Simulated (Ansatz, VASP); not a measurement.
# Cross-check of WS2 (Tungstenite) between VASP and Ansatz

One calculation is typed for both programs; each brings its own data sets. How far apart do they land? The cell is taken from a series of runs on this material, whose earlier steps may have relaxed, scaled, displaced or heated it; both programs get it as it stands.

Program: Ansatz 0.2.0. Level of theory: plane waves, with VASP 6.6.1 beside it; single point at PBEsol, single point at PBE with D3(BJ) and single point at PBEsol with D3(BJ). Results are calculated unless marked as measured.

## 1. Set-up

It takes space group P6_3/mmc (No. 194, hexagonal). Conventional cell: a = 3.180 Å, b = 3.180 Å, c = 13.100 Å, α = 90.00°, β = 90.00°, γ = 120.00°. Nearest to W lie 6 S at 2.41 Å. S has 3 W at 2.41 Å nearest. Farther neighbours and most contacts between anions are not listed.

Structure file:

```
W S
1.0
     3.18000    0.00000    0.00000
    -1.59000    2.75396    0.00000
     0.00000    0.00000   13.10000
W S
2 4
Direct
  0.33333 0.66667 0.22710
  0.66667 0.33333 0.72710
  0.33333 0.66667 0.60782
  0.66667 0.33333 0.10782
  0.33333 0.66667 0.84637
  0.66667 0.33333 0.34637
```

## 2. VASP: single point, PBEsol

A single point gives forces, pressure and levels at one fixed geometry, so differences don't come from the geometry; what else differs is listed under the comparison.

Lines of VASP's logs that name or quote its potential files are left out, and so is its time.

Contents of INCAR:

```
SYSTEM = WS2
PREC = Accurate
ENCUT = 600
EDIFF = 1E-06
NELM = 120
ISMEAR = 0
SIGMA = 0.01
LREAL = .FALSE.
ALGO = Normal
GGA = PS
NBANDS = 24
LASPH = .TRUE.
LORBIT = 11
LWAVE = .FALSE.
LCHARG = .FALSE.
ISIF = 2
GGA_COMPAT = .FALSE.
EFERMI = MIDGAP
KPAR = 2
```

Contents of POSCAR:

```
WS2
1.0
    3.1800000000      0.0000000000      0.0000000000
   -1.5900000000      2.7539607840      0.0000000000
    0.0000000000      0.0000000000     13.1000000000
W S
2 4
Direct
    0.3333333333      0.6666666667      0.2270992366
    0.6666666667      0.3333333333      0.7270992366
    0.3333333333      0.6666666667      0.6078244275
    0.6666666667      0.3333333333      0.1078244275
    0.3333333333      0.6666666667      0.8463740458
    0.6666666667      0.3333333333      0.3463740458
```

Contents of KPOINTS:

```
Automatic mesh
0
Gamma
12 12 2
0 0 0
```

Potentials, in the order of the species: W and S (PBE family, release 64).

Command:

```sh
mpirun -np 2 vasp_std
```

Numbers of over 12 decimals in the logs are rounded to 6 here.

The log of the run:

```text
[banner, memory and clock lines left out]
running    2 mpi-ranks, on    1 nodes
 distrk:  each k-point on    1 cores,    2 groups
 distr:  one band on    1 cores,    1 groups

 POSCAR found type information on POSCAR W S
 POSCAR found :  2 types and       6 ions
|                                                                             |
|               ----> ADVICE to this user running VASP <----                  |
|                                                                             |
|     You enforced a specific xc type in the INCAR file but a different       |
|     [... a line on the potential file left out ...]
|     I HOPE YOU KNOW WHAT YOU ARE DOING!                                     |
|                                                                             |

 LDA part: xc-table for (Slater+PW92), standard interpolation
 POSCAR, INCAR and KPOINTS ok, starting setup
 FFT: planning ... GRIDC
 FFT: planning ... GRID_SOFT
 FFT: planning ... GRID
 WAVECAR not read
 entering main loop
       N       E                     dE             d eps       ncg     rms          rms(c)
DAV:   1     0.211727775362E+03    0.21173E+03   -0.17430E+04  1824   0.148E+03
DAV:   2    -0.345319202434E+02   -0.24626E+03   -0.23771E+03  2448   0.303E+02
DAV:   3    -0.529944325173E+02   -0.18463E+02   -0.18326E+02  2504   0.780E+01
DAV:   4    -0.533911427426E+02   -0.39671E+00   -0.39589E+00  2560   0.125E+01
DAV:   5    -0.534001256831E+02   -0.89829E-02   -0.89795E-02  2456   0.175E+00    0.397E+01
DAV:   6    -0.510689588918E+02    0.23312E+01   -0.10458E+01  2744   0.160E+01    0.177E+01
DAV:   7    -0.507666872866E+02    0.30227E+00   -0.32197E+00  2448   0.102E+01    0.873E+00
DAV:   8    -0.506435330799E+02    0.12315E+00   -0.42510E-01  2560   0.416E+00    0.136E+00
DAV:   9    -0.506383725652E+02    0.51605E-02   -0.64155E-02  2464   0.136E+00    0.542E-01
DAV:  10    -0.506371089849E+02    0.12636E-02   -0.13033E-02  2576   0.662E-01    0.376E-01
DAV:  11    -0.506371335923E+02   -0.24607E-04   -0.19301E-03  2528   0.258E-01    0.129E-01
DAV:  12    -0.506371241134E+02    0.94789E-05   -0.46542E-04  2536   0.138E-01    0.572E-02
DAV:  13    -0.506371304188E+02   -0.63054E-05   -0.45612E-05  2544   0.360E-02    0.156E-02
DAV:  14    -0.506371307704E+02   -0.35159E-06   -0.27355E-06  2000   0.938E-03
   1 F= -.50637131E+02 E0= -.50637131E+02  d E =0.000000E+00
```

Parts of OUTCAR (step 2):

```text
ion  position               nearest neighbor table
   1  0.333  0.667  0.227-   4 2.41   4 2.41   4 2.41   6 2.41   6 2.41   6 2.41
   2  0.667  0.333  0.727-   3 2.41   3 2.41   3 2.41   5 2.41   5 2.41   5 2.41
   3  0.333  0.667  0.608-   2 2.41   2 2.41   2 2.41
   4  0.667  0.333  0.108-   1 2.41   1 2.41   1 2.41
   5  0.333  0.667  0.846-   2 2.41   2 2.41   2 2.41
   6  0.667  0.333  0.346-   1 2.41   1 2.41   1 2.41

  LATTYP: Found a hexagonal cell.
 ALAT       =     3.1800000000
 C/A-ratio  =     4.1194968553

 Subroutine GETGRP returns: Found 24 space group operations
 (whereof  6 operations were pure point group operations)

The static configuration has the point symmetry C_3v.
 The point group associated with its full space group is D_6h.

 Found     38 irreducible k-points:

   k-points           NKPTS =     38   k-points in BZ     NKDIM =     38   number of bands    NBANDS=     24

   dimension x,y,z NGX =    28 NGY =   28 NGZ =  108
   dimension x,y,z NGXF=    56 NGYF=   56 NGZF=  216

   ENCUT  =  600.0 eV  44.10 Ry    6.64 a.u.   6.35  6.35 26.16*2*pi/ulx,y,z

   NELECT =      36.0000    total number of electrons

 k-points in reciprocal lattice and weights: Automatic mesh
   0.00000000  0.00000000  0.00000000       0.003
   0.08333333  0.00000000  0.00000000       0.021
   0.16666667 -0.00000000  0.00000000       0.021
   0.25000000 -0.00000000  0.00000000       0.021
   0.33333333  0.00000000  0.00000000       0.021
   0.41666667 -0.00000000  0.00000000       0.021
   0.50000000 -0.00000000  0.00000000       0.010
   0.08333333  0.08333333  0.00000000       0.021
   0.16666667  0.08333333  0.00000000       0.042
[...]
0.33333333  0.25000000  0.50000000       0.042
   0.33333333  0.33333333  0.50000000       0.007

 average (electrostatic) potential at core
       1 -40.5226       2 -40.5226       3 -86.6004       4 -86.6004       5 -86.6004
       6 -86.6004

 E-fermi :   5.9134

 k-point     1 :       0.0000    0.0000    0.0000
  band No.  band energies     occupation
    ...
     14       3.2087      2.00000
     15       3.2087      2.00000
     16       3.5835      2.00000
     17       4.3843      2.00000
     18       5.2870      2.00000
     19       7.7229      0.00000
     20       7.7258      0.00000
     21       7.7283      0.00000
     22       7.7295      0.00000
     23       7.8711      0.00000
    ...

 k-point     2 :       0.0833    0.0000    0.0000
  band No.  band energies     occupation
    ...
     14       3.0285      2.00000
     15       3.2573      2.00000
     16       3.8659      2.00000
     17       4.3820      2.00000
     18       5.1196      2.00000
     19       7.5858      0.00000
     20       7.6030      0.00000
     21       7.6563      0.00000
     22       7.7512      0.00000
     23       7.7597      0.00000
    ...

 k-point     3 :       0.1667   -0.0000    0.0000
  band No.  band energies     occupation
    ...
     14       2.6080      2.00000
     15       3.1907      2.00000
     16       3.8464      2.00000
     17       4.2774      2.00000
     18       4.6161      2.00000
     19       7.0061      0.00000
     20       7.5185      0.00000
     21       7.5436      0.00000
     22       7.5947      0.00000
     23       7.6247      0.00000
    ...

  Total       -2.7482770     -2.7482770     -1.2920025      0.0000000      0.0000000      0.0000000
  in kB      -38.3808785    -38.3808785    -18.0433744      0.0000000      0.0000000      0.0000000
  external PRESSURE =     -31.6017105 kB  Pullay stress =       0.0000000 kB

  energy-cutoff  :      600.00
  volume of cell :      114.72
      direct lattice vectors                 reciprocal lattice vectors
     3.180000000  0.000000000  0.000000000     0.314465409  0.181556688  0.000000000
    -1.590000000  2.753960784  0.000000000     0.000000000  0.363113377  0.000000000
     0.000000000  0.000000000 13.100000000     0.000000000  0.000000000  0.076335878

 POSITION                                       TOTAL-FORCE (eV/Angst)
 -----------------------------------------------------------------------------------
     -0.00000      1.83597      2.97500        -0.000000     -0.000000     -0.000000
      1.59000      0.91799      9.52500         0.000000      0.000000     -0.000000
     -0.00000      1.83597      7.96250         0.000000      0.000000      0.161577
      1.59000      0.91799      1.41250        -0.000000     -0.000000      0.161577
     -0.00000      1.83597     11.08750         0.000000      0.000000     -0.161577
      1.59000      0.91799      4.53750        -0.000000     -0.000000     -0.161577
 -----------------------------------------------------------------------------------
    total drift:                               -0.000000      0.000000     -0.000002

  FREE ENERGIE OF THE ION-ELECTRON SYSTEM (eV)
  ---------------------------------------------------
  free  energy   TOTEN  =       -50.6371307704 eV

  energy  without entropy=      -50.6371307704  energy(sigma->0) =      -50.63713077

 total charge
# of ion       s       p       d       tot
------------------------------------------
    1        0.560   0.706   4.265   5.531
    2        0.560   0.706   4.265   5.531
    3        1.353   2.338   0.000   3.691
    4        1.353   2.338   0.000   3.691
    5        1.353   2.338   0.000   3.691
    6        1.353   2.338   0.000   3.691
--------------------------------------------------
tot          6.530  10.765   8.529  25.825

[... 3 further parts left out ...]
```

The data set W keeps the semicore shell frozen, which is cheaper and a little less accurate.

## 3. Ansatz: single point, PBEsol

Ansatz runs on PAW files that the input asks for by source.

The same cell, functional and mesh now go to Ansatz, which takes its cutoff from its data sets.

Contents of input.yaml:

```yaml
crystal:
  lattice:
    - [3.18, 0.0, 0.0]
    - [-1.59, 2.753960784, 0.0]
    - [0.0, 0.0, 13.1]
  atoms:
    - { symbol: W, position: [0.3333333333, 0.6666666667, 0.2270992366] }
    - { symbol: W, position: [0.6666666667, 0.3333333333, 0.7270992366] }
    - { symbol: S, position: [0.3333333333, 0.6666666667, 0.6078244275] }
    - { symbol: S, position: [0.6666666667, 0.3333333333, 0.1078244275] }
    - { symbol: S, position: [0.3333333333, 0.6666666667, 0.8463740458] }
    - { symbol: S, position: [0.6666666667, 0.3333333333, 0.3463740458] }
kpoints:
  mp_grid: { grid: [12, 12, 2] }
hamiltonian:
  xc: pbesol
  pseudopotentials: { kind: paw, source: ansatz }
scf:
  occupations: { method: fixed }
  n_extra_bands: 6
  convergence: { dr2_threshold: 1.0e-09 }
output:
  eigenvalues: true
  forces: true
  stress: true
```

Command:

```sh
ansatz run input.yaml --threads 16 --pin off --max-ram 73728MiB --backend cpu --events-out ev --progress --plain --runs-dir out
```

The log of the run:

```text
Warning: output.stress: scf.convergence.dr2_threshold = 1e-9 eV is looser than the 6e-10 eV advised for a printed stress (1e-10 eV for each atom of the cell: 6). What an SCF threshold leaves in a stress goes as its square root, and in the free energy as the threshold itself, and one threshold admits the most on a small cell: [figures from the program's tests cut] Set scf.convergence.dr2_threshold to 6e-10 eV or tighter. The threshold is an SCF's pass mark: one that does not reach it within its budget of iterations ends unconverged, or closes short of it on a stop that the run arms, and scf.convergence.dr2_threshold's page says what that costs each kind of run
scf.n_extra_bands = 6 over 40 filled bands (N_el = 80.0): the run solves 46 bands
Engine: ansatz 0.2.0, aarch64-unknown-linux-gnu
Pseudopotentials: kind: paw
Pseudopotential: W, paw, valence charge 28, recommended cutoff 760 eV (normal), W.paw.azcp
Pseudopotential: S, paw, valence charge 6, recommended cutoff 510 eV (normal), S.paw.azcp
Functional definition: PBEsol
  exchange = pbesol_x
  correlation = pbesol_c
Crystal: 6 atoms, lattice volume = 114.724 Å³
Basis set: ecut = 760 eV, 5417 PW (Γ), exchange–correlation on 64×64×270 points (8 copies of the dense FFT grid, shifted against one another)
Bands: 46, of which v1, the nominal top of the filled ones, is band 40 counted from 1 (39 counted from 0)
Symmetry: 24 space group operations
Space group: P63/mmc (ITA 194), of the structure as read, at distance tolerance 4.9e-5 Å
k-points: 38 of 288
Non-local potential: W, projectors of the file, l = 0: 3, l = 1: 3, l = 2: 2, l = 3: 3
Non-local potential: S, projectors of the file, l = 0: 2, l = 1: 2, l = 2: 2
PAW form: soft (Blöchl's): semilocal exchange-correlation on the pseudo side does not see the compensation charge
PAW frozen core: W, regenerated for the run's functional, and the local potential with it (the file was generated under x = pbe(κ = 0.804, μ = 0.219515), c = pbe(β = 0.066725))
PAW frozen core: S, regenerated for the run's functional, and the local potential with it (the file was generated under x = pbe(κ = 0.804, μ = 0.219515), c = pbe(β = 0.066725))
PAW one-centre angular grid: W, 590 points (default); XC on 64 Gauss nodes
PAW one-centre angular grid: S, 110 points (default); XC on 64 Gauss nodes
Initial density: superposition of atomic densities (chi_scale 0.1, normalization cell, long waves kept (reshape's long-wave potential 0.05 eV rms))
Initial wavefunctions: pseudopotential atomic-orbital guess
Functional: x = pbesol(κ = 0.804, μ = 0.123457), c = pbesol(β = 0.046)
SCF iter   1: F=—  HF=-39050.520017 eV  |F-HF|=—  |Δ(HF+E_count)|=         —  Δρ=3.97e-2  dr2=3.75e0  ethr=3.10e-3  ⟨swp⟩=5.1  Hψ=6491  notcnv=0  defer=98
preconditioner: auto → Resta (q_TF=auto, 2.569 Å⁻¹)  ε∞=3.3  [insulator: Δε(μ)=0.867 eV  Ē_g=18.278 eV  n_scr=40 (ndim 8)  ℏωp=27.7 eV  f_vac=0.100  ε∞_Penn≈3.3]
SCF iter   2: F=—  HF=-39049.716182 eV  |F-HF|=—  |Δ(HF+E_count)|=   8.04e-1  Δρ=2.27e-2  dr2=5.53e-1  ethr=3.10e-3  ⟨swp⟩=2.9  Hψ=2696  notcnv=0  defer=115
SCF iter   3: F=—  HF=-39049.594575 eV  |F-HF|=—  |Δ(HF+E_count)|=   1.22e-1  Δρ=1.01e-2  dr2=2.52e-1  ethr=6.91e-4  ⟨swp⟩=3.8  Hψ=3123  notcnv=0  defer=144
SCF iter   4: F=—  HF=-39049.556834 eV  |F-HF|=—  |Δ(HF+E_count)|=   3.77e-2  Δρ=3.37e-3  dr2=1.21e-2  ethr=3.15e-4  ⟨swp⟩=3.5  Hψ=2663  notcnv=0  defer=145
SCF iter   5: F=—  HF=-39049.556877 eV  |F-HF|=—  |Δ(HF+E_count)|=   4.28e-5  Δρ=1.08e-3  dr2=1.39e-3  ethr=1.51e-5  ⟨swp⟩=3.1  Hψ=3219  notcnv=0  defer=150
SCF iter   6: F=—  HF=-39049.557019 eV  |F-HF|=—  |Δ(HF+E_count)|=   1.42e-4  Δρ=3.43e-4  dr2=1.93e-4  ethr=1.73e-6  ⟨swp⟩=2.0  Hψ=2984  notcnv=0  defer=150
SCF iter   7: F=—  HF=-39049.557236 eV  |F-HF|=—  |Δ(HF+E_count)|=   2.17e-4  Δρ=1.20e-4  dr2=3.58e-5  ethr=2.41e-7  ⟨swp⟩=3.1  Hψ=3905  notcnv=0  defer=148
SCF iter   8: F=—  HF=-39049.557257 eV  |F-HF|=—  |Δ(HF+E_count)|=   2.13e-5  Δρ=1.81e-5  dr2=4.78e-7  ethr=4.48e-8  ⟨swp⟩=3.0  Hψ=3207  notcnv=0  defer=135
SCF iter   9: F=—  HF=-39049.556711 eV  |F-HF|=—  |Δ(HF+E_count)|=   5.46e-4  Δρ=4.56e-6  dr2=2.70e-8  ethr=5.98e-10  ⟨swp⟩=3.0  Hψ=3427  notcnv=0  defer=82
SCF iter  10: F=-39049.556711 eV  HF=-39049.556711 eV  |F-HF|=1.69e-9  |Δ(HF+E_count)|=   7.67e-8  Δρ=7.45e-7  dr2=6.15e-10  ethr=1.25e-12  ⟨swp⟩=14.2  Hψ=12335  notcnv=0
SCF 1 converged in 10 iterations: F = -39049.556711 eV  dr2 = 6.15e-10
  greatest PAW one-centre occupation: 0.998 electrons in one spin orbital (limit 2), on the W atom at site 1 (counted from 0), in its partial waves of l = 3
SCF converged after 10 iterations
Free energy (F): -39049.556711 eV
Harris-Foulkes:  -39049.556711 eV  (|F-HF|=1.69e-9)
Internal energy: -39049.556711 eV  (E = F + TS)
E sigma→0 (E₀):  -39049.556711 eV
Fermi energy:    11.692588 eV
--- Per-component energies (eV) ---
  E_band       = -839.017961
  E_kinetic    = 1972.286007
  E_local      = -29583.403784  (includes V_loc(G=0)·N_el)
  E_nonlocal   = 3561.397787
  E_hartree    = 11044.598834
  E_xc         = -858.118035
  E_vxc        = -969.711016  (∫ρ·V_xc dr)
  E_paw        = -17188.022529  (= ΣΔE_a)
  E_vpaw       = 2091.216526  (= ΣTr[D̂ρ^β])
  E_aug_tail   = -0.000078  (compensation charges beyond the density's cutoff)
  E_ewald      = -8001.311664
  E_core_change = 3.016752  (= ΣΔE_core)
  E_smearing   = -0.000000  (= −TS)
  E_closure    = 0.000000  (closes the sum)
  Σ components = -39049.556711   (vs F -39049.556711, Δ=0.00e0)
--- Forces (eV/Å), atoms counted from 1 ---
  atom   1  W      0.00000000    -0.00000000    -0.00000000
  atom   2  W      0.00000000     0.00000000     0.00000000
  atom   3  S     -0.00000000     0.00000000     0.12434764
  atom   4  S      0.00000000    -0.00000000     0.12434764
  atom   5  S     -0.00000000     0.00000000    -0.12434764
  atom   6  S      0.00000000    -0.00000000    -0.12434764
  max |Σ_I F_I| component: 2.91e-16 eV/Å
--- Stress (GPa, compression-positive) ---
       -3.332796       0.000000      -0.000000
        0.000000      -3.332796      -0.000000
       -0.000000      -0.000000      -1.468212
  P = ⅓ Tr σ = -2.7113 GPa (-27.113 kbar)
--- Band table (eV; the first three rows and the last of 38) ---
  k-point 0: bands = [... 36 lower, 9.5831, 9.9619, 10.7790, 11.6926, 14.0979, 14.0979, 14.1021, 14.1021, ... 2 higher]
  k-point 1: bands = [... 36 lower, 9.5730, 9.5730, 11.3950, 11.3950, 14.0983, 14.0983, 14.0983, 14.0983, ... 2 higher]
  k-point 2: bands = [... 36 lower, 9.6354, 10.2479, 10.7772, 11.5236, 13.9670, 13.9795, 14.0307, 14.1328, ... 2 higher]
  k-point 37: bands = [... 36 lower, 8.8541, 8.8541, 11.1886, 11.1886, 12.9995, 12.9995, 14.4928, 14.4928, ... 2 higher]
```

The run ends at a pressure of -2.71 GPa, with forces up to 0.12 eV/Å.

## 4. Differences

Known differences besides the potentials themselves: fixed occupations in Ansatz, narrow Gaussian smearing in VASP; the data sets hold 80 valence electrons in Ansatz (on PAW files that the input asks for by source) and 36 in VASP; the cutoff is 760 eV in Ansatz and 600 eV in VASP; Ansatz makes its cores anew for this functional, VASP keeps those of its PBE data sets. Total energies have different zeros and are not compared.

The two programs side by side:

```csv
quantity,Ansatz,VASP,difference
pressure (GPa),-2.71,-3.16,+0.45
gap on the k mesh (eV),1.232,1.253,-0.021
```

Forces (eV/Å; atoms numbered as in POSCAR):

```csv
atom,"Ansatz x, y, z","VASP x, y, z"
W1,"0.000, 0.000, 0.000","0.000, 0.000, 0.000"
W2,"0.000, 0.000, 0.000","0.000, 0.000, 0.000"
S3,"0.000, 0.000, 0.124","0.000, 0.000, 0.162"
S4,"0.000, 0.000, 0.124","0.000, 0.000, 0.162"
S5,"0.000, 0.000, -0.124","0.000, 0.000, -0.162"
S6,"0.000, 0.000, -0.124","0.000, 0.000, -0.162"
```

The forces differ by 18 meV/Å r.m.s., which is 23.0 % of the r.m.s. force of 0.076 eV/Å (both taken over all components). A gap on the mesh is an upper bound, since the band edges may lie between its points; neither run holds spin-orbit coupling, which can move the band edges of a compound of W.

## 5. Further runs

Further runs change the set-up of one program: Ansatz's method, potentials or start, or VASP's data sets, cutoff or form of LDA. The table gives Ansatz less VASP for each quantity, since a change that brings one quantity closer may part another.

```csv
run,r.m.s. force difference (meV/Å),pressure (GPa),gap on the k mesh (eV)
as above,18,0.45,-0.021
VASP with the data sets W_sv and S and a cutoff of 500 eV,6.0,-0.018,-0.012
```

(Part 1 of 2 ends here.)

[Lines on the potential files, build, host, timing and source positions are cut from VASP's logs without a mark.]

[Logs are printed without paths, hosts, clocks, repeated set-up lines and the standing remarks that a program may print on its own settings, such as how far it seeks lower states.]

[Hosts, paths, dates, database ids (printed as entryN), source tags and the programs' standing remarks are cut or masked in the printed files.]
